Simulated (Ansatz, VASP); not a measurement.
# HfB2 in two plane-wave programs, part 2 of 2

One calculation is typed for both programs; each brings its own data sets. How far apart do they land? The structure shown is the end of the Ansatz relaxation below.

VASP 6.6.1 and Ansatz 0.2.0.

So far. Step 3 (VASP: single point, PBEsol, pair 1): The run ends at a pressure of 34.26 GPa.

### Step 6. VASP: single point, PBEsol, pair 2

Level of this step: PBEsol; plane waves and PAW (B, Hf_pv) (VASP).

The same cell, functional, mesh and smearing now go to VASP, with its own data sets.

The input, INCAR:

```
SYSTEM = HfB2
PREC = Accurate
ENCUT = 500
EDIFF = 1E-06
NELM = 120
ISMEAR = 1
SIGMA = 0.2
LREAL = .FALSE.
ALGO = Normal
GGA = PS
NBANDS = 14
LASPH = .TRUE.
LORBIT = 11
LWAVE = .FALSE.
LCHARG = .FALSE.
ISIF = 2
GGA_COMPAT = .FALSE.
KPAR = 2
```

The input, POSCAR:

```
HfB2
1.0
    3.0476093207      0.0000000000      0.0000000000
   -1.5238046604      2.6393070925      0.0000000000
    0.0000000000      0.0000000000      3.3391414169
B Hf
2 1
Direct
    0.3333333333      0.6666666667      0.5000000000
    0.6666666667      0.3333333333      0.5000000000
    0.0000000000      0.0000000000      0.0000000000
```

The input, KPOINTS:

```
Automatic mesh
0
Gamma
15 15 12
0 0 0
```

The projector-augmented-wave data sets are B and Hf_pv (PBE family, release 64).

Launch:

```bash
> mpirun -np 2 vasp_std
```

Numbers of over 12 decimals in the logs are rounded to 6 here.

The log of the run:

```text
[banner, memory and clock lines left out]
running    2 mpi-ranks, on    1 nodes
[...]
[... a notice as in an earlier step ...]

 LDA part: xc-table for (Slater+PW92), standard interpolation
 POSCAR, INCAR and KPOINTS ok, starting setup
[...]
entering main loop
       N       E                     dE             d eps       ncg     rms          rms(c)
DAV:   1     0.290288647168E+02    0.29029E+02   -0.80720E+03  5292   0.107E+03
DAV:   2    -0.284552066073E+02   -0.57484E+02   -0.53788E+02  6896   0.231E+02
DAV:   3    -0.299945701252E+02   -0.15394E+01   -0.15303E+01  7092   0.284E+01
DAV:   6    -0.278264052654E+02    0.21745E+01   -0.31749E+00  6348   0.130E+01    0.455E+01
[...]
DAV:  11    -0.276872368456E+02   -0.53969E-05   -0.50846E-05  6348   0.557E-02    0.604E-02
DAV:  12    -0.276872353890E+02    0.14566E-05   -0.30480E-06  6180   0.140E-02    0.294E-02
DAV:  13    -0.276872355520E+02   -0.16295E-06   -0.12252E-07  2976   0.312E-03
   1 F= -.27687236E+02 E0= -.27687308E+02  d E =0.217291E-03
```

OUTCAR, selected parts (step 6):

```text
  Total        4.3122642      4.3122642      4.4331149     -0.0000000     -0.0000000      0.0000000
  in kB      257.2361008    257.2361008    264.4451116     -0.0000000     -0.0000000      0.0000000
  external PRESSURE =     259.6391044 kB  Pullay stress =       0.0000000 kB

 POSITION                                       TOTAL-FORCE (eV/Angst)
 -----------------------------------------------------------------------------------
     -0.00000      1.75954      1.66957         0.000000     -0.000000     -0.000000
      1.52380      0.87977      1.66957        -0.000000      0.000000      0.000000
      0.00000      0.00000      0.00000         0.000000     -0.000000      0.000000
 -----------------------------------------------------------------------------------
    total drift:                               -0.000000      0.000000      0.000000

  FREE ENERGIE OF THE ION-ELECTRON SYSTEM (eV)
  ---------------------------------------------------
  free  energy   TOTEN  =       -27.6872355520 eV

  energy  without entropy=      -27.6874528430  energy(sigma->0) =      -27.68730798

[... 1 part as in an earlier step ...]

[... 2 further parts left out ...]
[key lines of the parts left out:]
E-fermi :   8.3770
```

The run ends at a pressure of 25.96 GPa.

### Step 7. Side by side

What differs besides the data sets and the points named for the pairs above, as far as they apply: the data sets hold 32 valence electrons in Ansatz (on its PAW soft_1 files) and 16 in VASP. Total energies have different zeros and are not compared.

Compared:

```tsv
quantity	Ansatz	VASP	difference
pressure (GPa)	25.56	25.96	-0.40
```

### Step 8. Ansatz: relaxation, PBEsol

This run makes the geometry at which the two programs are then compared. The cell compared in this pair holds 27.44 Å³, against 26.86 Å³ for the pair before.

The structure compared here is the end of the Ansatz relaxation.

The input, input.yaml:

```yaml
crystal:
  lattice:
    - [3.0665542979, 0.0, 0.0]
    - [-1.533277149, 2.655713924, 0.0]
    - [0.0, 0.0, 3.3697067437]
  atoms:
    - { symbol: B, position: [0.3333333333, 0.6666666667, 0.5] }
    - { symbol: B, position: [0.6666666667, 0.3333333333, 0.5] }
    - { symbol: Hf, position: [0.0, 0.0, 0.0] }
kpoints:
  mp_grid: { grid: [15, 15, 12] }
hamiltonian:
  xc: pbesol
  pseudopotentials: { kind: paw, azcp: { folder: soft_1 }, xc_functional: pbe }
scf:
  occupations: { method: methfessel_paxton, width: 0.2 }
output:
  forces: true
  stress: true
  eigenvalues: true
relax:
  adjacent_minimum: "off"
  f_tol: 0.001
  max_steps: 60
  cell: { stress_tol: 0.01, fix: [volume] }
```

Launch:

```bash
> ansatz run input.yaml --threads 4 --pin off --max-ram 10240MiB --backend cpu --events-out ev --progress --plain --runs-dir out
```

The log of the run:

```text
[...]
Crystal: 3 atoms, lattice volume = 27.443 Å³
Basis set: ecut = 420 eV, 563 PW (Γ), exchange–correlation on 48×48×48 points (8 copies of the dense FFT grid, shifted against one another)
Bands: 20, of which v1, the nominal top of the filled ones, is band 16 counted from 1 (15 counted from 0)
Symmetry: 24 space group operations
[...]
k-points: 189 of 2700
[...]
--- Relaxed structure (3 steps of the walk, 3 accepted, 1 SCFs on fresh bases) ---
[...]
cell:  # Å, volume = 27.4425 Å³
    - [3.068083, 2.888196196259828e-11, 0.0]
    - [-1.534042, 2.657038, 0.0]
    - [0.0, 0.0, 3.366349]
  atoms:
    - { symbol: B, position: [0.333333, 0.666667, 0.500000] }
    - { symbol: B, position: [0.666667, 0.333333, 0.500000] }
    - { symbol: Hf, position: [0, 0, 0.0] }
[key lines of the parts left out:]
SCF converged after 6 iterations
Free energy (F): -15907.288674 eV
Fermi energy:    20.666825 eV
P = ⅓ Tr σ = 18.1934 GPa (181.934 kbar)
```

### Step 9. VASP: single point, PBEsol, pair 3

The same cell, functional, mesh and smearing now go to VASP, with its own data sets.

INCAR is that of step 6.

The input, POSCAR:

```
HfB2
1.0
    3.0680830991      0.0000000000      0.0000000000
   -1.5340415496      2.6570379047      0.0000000000
    0.0000000000      0.0000000000      3.3663493846
B Hf
2 1
Direct
    0.3333333333      0.6666666667      0.5000000000
    0.6666666667      0.3333333333      0.5000000000
    0.0000000000      0.0000000000      0.0000000000
```

KPOINTS is that of step 6.

Launch:

```bash
> mpirun -np 2 vasp_std
```

The log of the run:

```text
[... set-up lines as in an earlier step ...]
 entering main loop
       N       E                     dE             d eps       ncg     rms          rms(c)
DAV:   1     0.275179118379E+02    0.27518E+02   -0.79605E+03  5292   0.106E+03
DAV:   2    -0.285408579737E+02   -0.56059E+02   -0.52406E+02  6898   0.228E+02
DAV:   3    -0.300458246777E+02   -0.15050E+01   -0.14952E+01  7022   0.281E+01
DAV:   4    -0.300521762483E+02   -0.63516E-02   -0.63507E-02  6090   0.217E+00
[...]
DAV:  11    -0.277683552569E+02   -0.57698E-05   -0.54401E-05  6414   0.573E-02    0.711E-02
DAV:  12    -0.277683535601E+02    0.16968E-05   -0.33915E-06  6090   0.146E-02    0.255E-02
DAV:  13    -0.277683537106E+02   -0.15048E-06   -0.14607E-07  2922   0.336E-03
   1 F= -.27768354E+02 E0= -.27768438E+02  d E =0.252731E-03
```

Parts of OUTCAR (step 9):

```text
  Total        3.1279356      3.1279356      3.2311324     -0.0000000     -0.0000000      0.0000000
  in kB      182.6183153    182.6183153    188.6432537     -0.0000000     -0.0000000      0.0000000
  external PRESSURE =     184.6266281 kB  Pullay stress =       0.0000000 kB

 POSITION                                       TOTAL-FORCE (eV/Angst)
 -----------------------------------------------------------------------------------
     -0.00000      1.77136      1.68317        -0.000000      0.000000      0.000000
      1.53404      0.88568      1.68317         0.000000     -0.000000     -0.000000
      0.00000      0.00000      0.00000        -0.000000      0.000000      0.000000
 -----------------------------------------------------------------------------------
    total drift:                               -0.000000      0.000000      0.000000

  FREE ENERGIE OF THE ION-ELECTRON SYSTEM (eV)
  ---------------------------------------------------
  free  energy   TOTEN  =       -27.7683537106 eV

  energy  without entropy=      -27.7686064420  energy(sigma->0) =      -27.76843795

[... 1 part as in an earlier step ...]

[... 2 further parts left out ...]
[key lines of the parts left out:]
E-fermi :   8.2009
```

The run ends at a pressure of 18.46 GPa.

### Step 10. Side by side

What differs besides the data sets and the points named for the pairs above, as far as they apply: the data sets hold 32 valence electrons in Ansatz (on its PAW soft_1 files) and 16 in VASP. Total energies have different zeros and are not compared.

Both answers:

```tsv
quantity	Ansatz	VASP	difference
pressure (GPa)	18.19	18.46	-0.27
```

### Step 11. Results

```json
{"difference in pressure (single point, PBEsol, pair 1)": "-0.55 GPa", "difference in pressure (single point, PBEsol, pair 2)": "-0.40 GPa", "difference in pressure (single point, PBEsol, pair 3)": "-0.27 GPa"}
```

**Reading.** The difference in pressure is -0.55 GPa (single point, PBEsol, pair 1), within the 1 GPa picked in this series as the mark of a large difference. The data sets hold unlike numbers of valence electrons (32 in Ansatz and 16 in VASP), so part of the differences comes from the potentials. 5 further runs of this series are not shown here. How closely two codes agree says nothing of how well the functional describes the real material.

[Lines on the potential files, build, host, timing and source positions are cut from VASP's logs without a mark.]

[Logs are printed without paths, hosts, clocks, repeated set-up lines and the standing remarks that a program may print on its own settings, such as how far it seeks lower states.]

[Hosts, paths, dates, database ids (printed as entryN), source tags and the programs' standing remarks are cut or masked in the printed files.]
